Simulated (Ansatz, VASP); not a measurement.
## Cross-check of SnTe2 between VASP and Ansatz

One calculation is typed for both programs; each brings its own data sets. How far apart do they land? The cell is generated by rule, not measured, and may not be a known phase. The cell is taken from a series of runs on this material, whose earlier steps may have relaxed, scaled, displaced or heated it; both programs get it as it stands.

Main program and level: Ansatz 0.2.0; plane waves, with VASP 6.6.1 beside it; relaxation of cell and atoms at LDA and zone-centre phonons at LDA.

## (1) Starting point

It takes space group Fm-3m (No. 225, cubic). Conventional cell: a = 7.234 Å, b = 7.234 Å, c = 7.234 Å, α = 90.00°, β = 90.00°, γ = 90.00°. Sn has 8 Te at 3.13 Å nearest. Te has 4 Sn at 3.13 Å nearest. Farther neighbours and most contacts between anions are not listed.

Structure file:

```cif
data_structure
_symmetry_space_group_name_H-M 'Fm-3m'
_symmetry_Int_Tables_number 225
_cell_length_a 7.2345
_cell_length_b 7.2345
_cell_length_c 7.2345
_cell_angle_alpha 90.000
_cell_angle_beta 90.000
_cell_angle_gamma 90.000
_cell_volume 378.63
loop_
_atom_site_label
_atom_site_type_symbol
_atom_site_symmetry_multiplicity
_atom_site_Wyckoff_symbol
_atom_site_fract_x
_atom_site_fract_y
_atom_site_fract_z
_atom_site_occupancy
Sn1 Sn 4 a 0.00000 0.00000 0.00000 1
Te1 Te 8 c 0.25000 0.75000 0.75000 1
```

## (2) VASP: relaxation of cell and atoms, LDA

The relaxed volume is the usual yardstick between codes: in a stiff, nearly cubic crystal its relative difference is about their pressure difference at one cell divided by the bulk modulus.

Lines of VASP's logs that name or quote its potential files are left out, and so is its time.

Contents of INCAR:

```
SYSTEM = SnTe2
PREC = Accurate
ENCUT = 500
EDIFF = 1E-07
NELM = 120
ISMEAR = 0
SIGMA = 0.1
LREAL = .FALSE.
ALGO = Normal
GGA = CA
NBANDS = 19
LORBIT = 11
LWAVE = .FALSE.
LCHARG = .FALSE.
ISIF = 3
IBRION = 2
NSW = 80
EDIFFG = -0.005
LASPH = .TRUE.
GGA_COMPAT = .FALSE.
NELMIN = 4
KPAR = 2
```

Contents of POSCAR:

```
SnTe2
1.0
    0.0000000000      3.6172330000      3.6172330000
    3.6172330000      0.0000000000      3.6172330000
    3.6172330000      3.6172330000      0.0000000000
Sn Te
1 2
Direct
    0.0000000000      0.0000000000      0.0000000000
    0.2500000691      0.2500000691      0.2500000691
    0.7500000691      0.7500000691      0.7500000691
```

Contents of KPOINTS:

```
Automatic mesh
0
Gamma
8 8 8
0 0 0
```

Potentials, in the order of the species: Sn_d and Te (LDA family, release 64).

Run with:

```sh
> mpirun -np 2 vasp_std
```

Numbers of over 12 decimals in the logs are rounded to 6 here.

Output:

```text
[banner, memory and clock lines left out]
running    2 mpi-ranks, on    1 nodes
 distrk:  each k-point on    1 cores,    2 groups
 distr:  one band on    1 cores,    1 groups

 POSCAR found type information on POSCAR SnTe
 POSCAR found :  2 types and       3 ions
 LDA part: xc-table for (Slater(with rela. corr.)+CA(PZ))
 , standard interpolation
 POSCAR, INCAR and KPOINTS ok, starting setup
 FFT: planning ... GRIDC
 FFT: planning ... GRID_SOFT
 FFT: planning ... GRID
 WAVECAR not read
 entering main loop
       N       E                     dE             d eps       ncg     rms          rms(c)
DAV:   1     0.179862742263E+03    0.17986E+03   -0.11507E+04  1108   0.139E+03
DAV:   2     0.792222028773E+01   -0.17194E+03   -0.16770E+03  1178   0.342E+02
DAV:   3    -0.109242035265E+02   -0.18846E+02   -0.18455E+02  1363   0.105E+02
DAV:   4    -0.116717833075E+02   -0.74758E+00   -0.74531E+00  1290   0.212E+01
DAV:   5    -0.116998459618E+02   -0.28063E-01   -0.28060E-01  1484   0.434E+00    0.734E+00
DAV:   6    -0.116770928686E+02    0.22753E-01   -0.28882E-02  1275   0.178E+00    0.457E+00
DAV:   7    -0.116684957730E+02    0.85971E-02   -0.19614E-02  1397   0.111E+00    0.147E-01
DAV:   8    -0.116681158371E+02    0.37994E-03   -0.26815E-03  1250   0.572E-01    0.830E-02
DAV:   9    -0.116681483156E+02   -0.32479E-04   -0.18709E-04  1216   0.888E-02    0.451E-02
DAV:  10    -0.116681463667E+02    0.19489E-05   -0.73729E-06  1488   0.201E-02    0.206E-02
DAV:  11    -0.116681461718E+02    0.19495E-06   -0.26342E-06  1171   0.115E-02    0.164E-02
DAV:  12    -0.116681461482E+02    0.23602E-07   -0.15749E-07  1015   0.234E-03
   1 F= -.11668146E+02 E0= -.11662825E+02  d E =-.116681E+02
 curvature:   0.00 expect dE= 0.000E+00 dE for cont linesearch  0.000E+00
 trial: gam= 0.00000 g(F)=  0.521E-41 g(S)=  0.908E-03 ort = 0.000E+00 (trialstep = 0.100E+01)
 search vector abs. value=  0.908E-03
 bond charge predicted
       N       E                     dE             d eps       ncg     rms          rms(c)
DAV:   1    -0.116762660403E+02   -0.81199E-02   -0.17910E-01  1421   0.561E+00    0.535E-01
DAV:   2    -0.116701354360E+02    0.61306E-02   -0.10995E-02  1439   0.149E+00    0.231E-01
DAV:   3    -0.116685644243E+02    0.15710E-02   -0.36024E-03  1469   0.765E-01    0.497E-02
DAV:   4    -0.116684703458E+02    0.94078E-04   -0.21195E-04  1653   0.129E-01    0.619E-02
DAV:   5    -0.116684459007E+02    0.24445E-04   -0.15835E-05  1579   0.307E-02    0.115E-02
DAV:   6    -0.116684452270E+02    0.67377E-06   -0.27212E-06  1411   0.218E-02    0.227E-03
DAV:   7    -0.116684452140E+02    0.12987E-07   -0.10915E-07   643   0.307E-03
   2 F= -.11668445E+02 E0= -.11663126E+02  d E =-.299066E-03
 trial-energy change:   -0.000299  1 .order   -0.000292   -0.000908    0.000323
 step:   0.7436(harm=  0.7374)  dis= 0.00000  next Energy=   -11.668487 (dE=-0.340E-03)
 bond charge predicted
       N       E                     dE             d eps       ncg     rms          rms(c)
DAV:   1    -0.116689986540E+02   -0.55343E-03   -0.11668E-02  1427   0.141E+00    0.137E-01
DAV:   2    -0.116685948848E+02    0.40377E-03   -0.72925E-04  1439   0.383E-01    0.590E-02
DAV:   3    -0.116684921035E+02    0.10278E-03   -0.23564E-04  1469   0.196E-01    0.128E-02
DAV:   4    -0.116684859694E+02    0.61341E-05   -0.13881E-05  1650   0.328E-02    0.158E-02
DAV:   5    -0.116684843772E+02    0.15921E-05   -0.10215E-06  1579   0.781E-03    0.297E-03
DAV:   6    -0.116684843289E+02    0.48276E-07   -0.15188E-07   690   0.525E-03
   3 F= -.11668484E+02 E0= -.11663165E+02  d E =-.338181E-03
 curvature:  -0.37 expect dE=-0.430E-12 dE for cont linesearch -0.430E-12
 trial: gam= 0.00000 g(F)=  0.237E-41 g(S)=  0.117E-11 ort =-0.326E-07 (trialstep = 0.949E+00)
 search vector abs. value=  0.101E-09
 reached required accuracy - stopping structural energy minimisation
```

OUTCAR, selected parts (step 2):

```text
ion  position               nearest neighbor table
   1  0.000  0.000  0.000-   3 3.13   2 3.13   2 3.13   2 3.13   3 3.13   3 3.13   3 3.13   2 3.13

  LATTYP: Found a face centered cubic cell.
 ALAT       =     7.2344660000

 Subroutine GETGRP returns: Found 48 space group operations
 (whereof 48 operations were pure point group operations)

The static configuration has the point symmetry O_h .

 Found     29 irreducible k-points:

   k-points           NKPTS =     29   k-points in BZ     NKDIM =     29   number of bands    NBANDS=     19

   dimension x,y,z NGX =    40 NGY =   40 NGZ =   40
   dimension x,y,z NGXF=    80 NGYF=   80 NGZF=   80

   ENCUT  =  500.0 eV  36.75 Ry    6.06 a.u.   9.33  9.33  9.33*2*pi/ulx,y,z

   NELECT =      26.0000    total number of electrons

 k-points in reciprocal lattice and weights: Automatic mesh
   0.00000000  0.00000000  0.00000000       0.002
   0.12500000  0.00000000  0.00000000       0.016
   0.25000000  0.00000000  0.00000000       0.016
   0.37500000  0.00000000  0.00000000       0.016
   0.50000000  0.00000000  0.00000000       0.008
   0.12500000  0.12500000  0.00000000       0.012
   0.25000000  0.12500000  0.00000000       0.047
   0.37500000  0.12500000  0.00000000       0.047
   0.50000000  0.12500000  0.00000000       0.047
[...]
-0.37500000  0.50000000  0.12500000       0.023
  -0.25000000  0.50000000  0.25000000       0.012

 average (electrostatic) potential at core
       1-100.4880       2 -89.1204       3 -89.1204

 E-fermi :   6.1084

 k-point     1 :       0.0000    0.0000    0.0000
  band No.  band energies     occupation
    ...
     10       3.2745      2.00000
     11       3.2745      2.00000
     12       4.5543      2.00000
     13       4.5543      2.00000
     14       4.5543      2.00000
     15       7.6389      0.00000
     16       7.6389      0.00000
     17       7.6389      0.00000
     18      10.8002      0.00000
     19      10.8002      0.00000

 k-point     2 :       0.1250    0.0000    0.0000
  band No.  band energies     occupation
    ...
     10       3.1906      2.00000
     11       3.1906      2.00000
     12       4.5340      2.00000
     13       4.5340      2.00000
     14       5.4375      2.00000
     15       7.6857      0.00000
     16       7.7256      0.00000
     17       7.7256      0.00000
     18      11.2460      0.00000
     19      11.2460      0.00000

 k-point     3 :       0.2500    0.0000    0.0000
  band No.  band energies     occupation
    ...
      9       3.0396      2.00000
     10       3.0396      2.00000
     11       3.2438      2.00000
     12       4.3907      2.00000
     13       4.3907      2.00000
     14       6.3443      0.00085
     15       8.1522      0.00000
     16       8.1522      0.00000
     17       8.5212      0.00000
     18      12.3212      0.00000
    ...

  Total       -0.0000049     -0.0000049     -0.0000049      0.0000000     -0.0000000      0.0000000
  in kB       -0.0000829     -0.0000829     -0.0000829      0.0000000     -0.0000000      0.0000000
  external PRESSURE =      -0.0000829 kB  Pullay stress =       0.0000000 kB

  energy-cutoff  :      500.00
  volume of cell :       95.13
      direct lattice vectors                 reciprocal lattice vectors
     0.000000000  3.623167761  3.623167761    -0.138000786  0.138000786  0.138000786
     3.623167761  0.000000000  3.623167761     0.138000786 -0.138000786  0.138000786
     3.623167761  3.623167761 -0.000000000     0.138000786  0.138000786 -0.138000786

 POSITION                                       TOTAL-FORCE (eV/Angst)
 -----------------------------------------------------------------------------------
      0.00000      0.00000      0.00000         0.000000      0.000000      0.000000
      1.81158      1.81158      1.81158         0.000000      0.000000      0.000000
      5.43475      5.43475      5.43475        -0.000000     -0.000000     -0.000000
 -----------------------------------------------------------------------------------
    total drift:                               -0.000291     -0.000291     -0.000291

  FREE ENERGIE OF THE ION-ELECTRON SYSTEM (eV)
  ---------------------------------------------------
  free  energy   TOTEN  =       -11.6684843289 eV

  energy  without entropy=      -11.6578448408  energy(sigma->0) =      -11.66316458

 reached required accuracy - stopping structural energy minimisation

 total charge
# of ion       s       p       d       tot
------------------------------------------
    1        1.354   0.802  10.008  12.164
    2        1.425   1.862   0.035   3.323
    3        1.425   1.862   0.035   3.323
--------------------------------------------------
tot          4.205   4.526  10.078  18.809

[... 3 further parts left out ...]
```

CONTCAR:

```
SnTe2
   1.00000000000000
     0.0000000000000000    3.6231677605128212    3.6231677605128212
     3.6231677605128212    0.0000000000000000    3.6231677605128212
     3.6231677605128212    3.6231677605128212   -0.0000000000000000
  Sn              Te
     1     2
Direct
     0.0000000000000000    0.0000000000000000    0.0000000000000000
     0.2500000690999968    0.2500000690999968    0.2500000690999968
     0.7500000690999968    0.7500000690999968    0.7500000690999968
```

## (3) Ansatz: relaxation of cell and atoms, LDA

Ansatz runs on norm-conserving files, of PseudoDojo where its log says so.

The same cell, functional (in two slightly different forms), mesh and smearing now go to Ansatz, which takes its cutoff from its data sets.

Contents of input.yaml:

```yaml
crystal:
  lattice:
    - [0.0, 3.6172331375, 3.6172331375]
    - [3.6172331375, 0.0, 3.6172331375]
    - [3.6172331375, 3.6172331375, 0.0]
  atoms:
    - { symbol: Sn, position: [0.0, 0.0, 0.0] }
    - { symbol: Te, position: [0.25, 0.25, 0.25] }
    - { symbol: Te, position: [0.75, 0.75, 0.75] }
kpoints:
  mp_grid: { grid: [8, 8, 8] }
hamiltonian:
  xc: lda
  pseudopotentials: { kind: nc, accuracy: standard }
scf:
  occupations: { method: gaussian, width: 0.1 }
output:
  forces: true
  stress: true
  eigenvalues: true
  write_density: true
  write_potential: true
  elf: true
  volumetric_format: npy
relax:
  adjacent_minimum: "off"
  f_tol: 0.003
  max_steps: 80
  cell: { stress_tol: 0.03 }
```

Run with:

```sh
> ansatz run input.yaml --threads 2 --pin off --max-ram 4096MiB --backend cpu --events-out ev --progress --plain --runs-dir out
```

Output:

```text
Engine: ansatz 0.2.0, aarch64-unknown-linux-gnu
Pseudopotentials: kind: nc
Pseudopotential: Sn, nc, valence charge 14, recommended cutoff 979.609905 eV (normal), Sn.nc.azcp (PseudoDojo's, or run here from an input of PseudoDojo's; its table is named by hamiltonian.pseudopotentials.accuracy)
Pseudopotential: Te, nc, valence charge 16, recommended cutoff 1120 eV (normal), Te.nc.azcp (PseudoDojo's, or run here from an input of PseudoDojo's; its table is named by hamiltonian.pseudopotentials.accuracy)
Functional definition: SPW92
  exchange = slater_x
  correlation = pw_c
Crystal: 3 atoms, lattice volume = 94.658 Å³
Basis set: ecut = 1120 eV, 7991 PW (Γ)
Bands: 28, of which v1, the nominal top of the filled ones, is band 23 counted from 1 (22 counted from 0)
Symmetry: 48 space group operations
Space group: Fm-3m (ITA 225), of the structure as read, at distance tolerance 4.6e-5 Å
k-points: 29 of 512
Non-local potential: Sn, projectors of the file, l = 0: 2, l = 1: 2, l = 2: 2
Non-local potential: Te, projectors of the file, l = 0: 3, l = 1: 2, l = 2: 2, l = 3: 2
Initial density: superposition of atomic densities (chi_scale 0.1, normalization cell, long waves kept (reshape's long-wave potential 0.00 eV rms))
Initial wavefunctions: pseudopotential atomic-orbital guess
Functional: x = slater, c = lda
SCF iter   1: F=—  HF=-7828.305449 eV  |F-HF|=—  |Δ(HF+E_count)|=         —  Δρ=1.08e-2  dr2=1.29e-1  ethr=3.10e-3  ⟨swp⟩=6.6  Hψ=3556  notcnv=0
preconditioner: auto → LDOS  [metal: Δε(μ)=0.137 eV  Ē_g=8.227 eV  σ=0.100 eV  W_gap=0.49  n_scr=14 (ndim 8)  ℏωp=15.3 eV  f_vac=0.052  D(μ)=2.04/eV (n_scr^D=14)  β→1.0]
SCF iter   2: F=—  HF=-7828.272743 eV  |F-HF|=—  |Δ(HF+E_count)|=   3.27e-2  Δρ=3.16e-3  dr2=5.20e-3  ethr=2.81e-4  ⟨swp⟩=3.0  Hψ=1793  notcnv=0  defer=5
SCF iter   3: F=—  HF=-7828.271430 eV  |F-HF|=—  |Δ(HF+E_count)|=   1.31e-3  Δρ=8.69e-4  dr2=3.16e-4  ethr=1.13e-5  ⟨swp⟩=2.8  Hψ=1622  notcnv=0  defer=5
SCF iter   4: F=—  HF=-7828.271283 eV  |F-HF|=—  |Δ(HF+E_count)|=   1.47e-4  Δρ=9.94e-5  dr2=6.85e-6  ethr=6.86e-7  ⟨swp⟩=2.3  Hψ=1393  notcnv=0  defer=5
SCF iter   5: F=—  HF=-7828.271587 eV  |F-HF|=—  |Δ(HF+E_count)|=   3.04e-4  Δρ=2.28e-5  dr2=1.40e-7  ethr=1.49e-8  ⟨swp⟩=2.0  Hψ=1182  notcnv=0  defer=5
SCF iter   6: F=-7828.271587 eV  HF=-7828.271587 eV  |F-HF|=5.46e-11  |Δ(HF+E_count)|=   3.31e-8  Δρ=2.63e-6  dr2=2.71e-9  ethr=2.17e-10  ⟨swp⟩=13.7  Hψ=6931  notcnv=0
SCF 1 converged in 6 iterations: F = -7828.271587 eV  dr2 = 2.71e-9
relax step   1: F+E_penalty+E_count = -7828.27158726 eV  Δ(F+E_penalty+E_count) = +0.000e0 eV  max|allowed force component| = 4.318e-17 eV/Å  Δτ_max = 0.0000 Å  P = +0.176 GPa  Ω = 94.658 Å³  (6 SCF iters, dr2 threshold 1.00e-7 eV, accepted)
[...]
relax step   2: F+E_penalty+E_count = -7828.27170539 eV  Δ(F+E_penalty+E_count) = -1.181e-4 eV  max|allowed force component| = 3.577e-16 eV/Å  Δτ_max = 0.0000 Å  P = -0.056 GPa  Ω = 95.127 Å³  energy of the carried Pulay correction = -5.428e-5 eV  (3 SCF iters, dr2 threshold 7.70e-8 eV, accepted)
[...]
relax step   3: F+E_penalty+E_count = -7828.27173891 eV  Δ(F+E_penalty+E_count) = -3.351e-5 eV  max|allowed force component| = 3.485e-16 eV/Å  Δτ_max = 0.0000 Å  P = -0.000 GPa  Ω = 95.012 Å³  energy of the carried Pulay correction = -4.107e-5 eV  (3 SCF iters, dr2 threshold 7.96e-9 eV, accepted)
[...]
relax step   4: F+E_penalty+E_count = -7828.27177689 eV  Δ(F+E_penalty+E_count) = -3.798e-5 eV  max|allowed force component| = 3.392e-16 eV/Å  Δτ_max = 0.0000 Å  P = -0.000 GPa  Ω = 95.012 Å³  stress off target by 1.59e-4 GPa  SCF on the basis re-selected at this cell (its energy is not comparable with the rows above)  (4 SCF iters)
basis re-selected at this cell: Δ(F+E_penalty+E_count) = -3.798e-5 eV, ΔP = +0.000 GPa vs the last step (what re-selecting the basis moved, of the pressure what is left beyond the Pulay correction that the steps carried, after the strain that the cell walked since its last selection, with what the two solves' SCF thresholds leave and, on support functions, any second-order correction that the steps lacked; it is no m [...]
SCF converged after 4 iterations
Free energy (F): -7828.271777 eV
Harris-Foulkes:  -7828.271777 eV  (|F-HF|=3.64e-12)
Internal energy: -7828.261198 eV  (E = F + TS)
E sigma→0 (E₀):  -7828.266487 eV
Entropy (-TS):   -0.010579 eV (-3.526 meV/atom)
Fermi energy:    9.072906 eV
--- Per-component energies (eV) ---
  E_band       = -610.210677
  E_kinetic    = 4364.049900
  E_local      = -5588.004616  (includes V_loc(G=0)·N_el)
  E_nonlocal   = -2176.908737
  E_hartree    = 1974.925004
  E_xc         = -1907.014798
  E_vxc        = -1159.197197  (∫ρ·V_xc dr)
  E_ewald      = -4495.307950
  E_smearing   = -0.010579  (= −TS)
  E_closure    = 0.000000  (closes the sum)
  Σ components = -7828.271777   (vs F -7828.271777, Δ=0.00e0)
--- Forces (eV/Å), atoms counted from 1 ---
  atom   1  Sn     0.00000000    -0.00000000    -0.00000000
  atom   2  Te    -0.00000000    -0.00000000    -0.00000000
  atom   3  Te     0.00000000     0.00000000     0.00000000
  max |Σ_I F_I| component: 8.33e-17 eV/Å
--- Stress (GPa, compression-positive) ---
       -0.000159      -0.000000      -0.000000
       -0.000000      -0.000159      -0.000000
       -0.000000      -0.000000      -0.000159
  P = ⅓ Tr σ = -0.0002 GPa (-0.002 kbar)
--- Band table (eV; the first three rows and the last of 29) ---
  k-point 0: bands = [... 19 lower, 6.2445, 6.2445, 7.5254, 7.5254, 7.5254, 10.6205, 10.6205, 10.6205, ... 1 higher]
  k-point 1: bands = [... 19 lower, 6.1608, 6.1608, 7.5047, 7.5047, 8.4031, 10.6651, 10.7079, 10.7079, ... 1 higher]
  k-point 2: bands = [... 19 lower, 6.0101, 6.2048, 7.3612, 7.3612, 9.3061, 11.1360, 11.1360, 11.4957, ... 1 higher]
  k-point 28: bands = [... 19 lower, 6.3839, 6.3839, 8.2378, 9.8770, 9.9905, 11.3651, 12.9180, 12.9180, ... 1 higher]
--- Relaxed structure (3 steps of the walk, 3 accepted, 1 SCFs on fresh bases) ---
  F+E_penalty+E_count = -7828.27177689 eV   max|allowed force component| = 3.392e-16 eV/Å   (the final SCF, on the basis selected at the relaxed cell)
  cell:  # Å, volume = 95.0124 Å³
    - [0, 3.621735, 3.621735]
    - [3.621735, 0, 3.621735]
    - [3.621735, 3.621735, 0]
  atoms:
    - { symbol: Sn, position: [0, 0, 0] }
    - { symbol: Te, position: [0.250000, 0.250000, 0.250000] }
    - { symbol: Te, position: [0.750000, 0.750000, 0.750000] }
```

The column dr2 measures how far the density is from self-consistency, as an energy; F and HF (Harris–Foulkes) agree once it is small.

## (4) Differences

Known differences besides the potentials themselves: the two LDA forms differ slightly; the data sets hold 46 valence electrons in Ansatz (on norm-conserving files, of PseudoDojo where its log says so) and 26 in VASP; the cutoff is 1120 eV in Ansatz and 500 eV in VASP; VASP's log shows a relativistic correction to its local exchange, Ansatz's none; Ansatz adds a Pulay correction to the stress that steers its cell, VASP none. Total energies have different zeros and are not compared.

Compared:

```
                                         quantity  Ansatz   VASP  difference
                                      volume (Å³)   95.01  95.13     -0.12 %
edge a after relaxation, in the typed setting (Å)   5.122  5.124     -0.04 %
```

(Continued in part 2 of 2.)

[Lines on the potential files, build, host, timing and source positions are cut from VASP's logs without a mark.]

[Logs are printed without paths, hosts, clocks, repeated set-up lines and the standing remarks that a program may print on its own settings, such as how far it seeks lower states.]

[Hosts, paths, dates, database ids (printed as entryN), source tags and the programs' standing remarks are cut or masked in the printed files.]
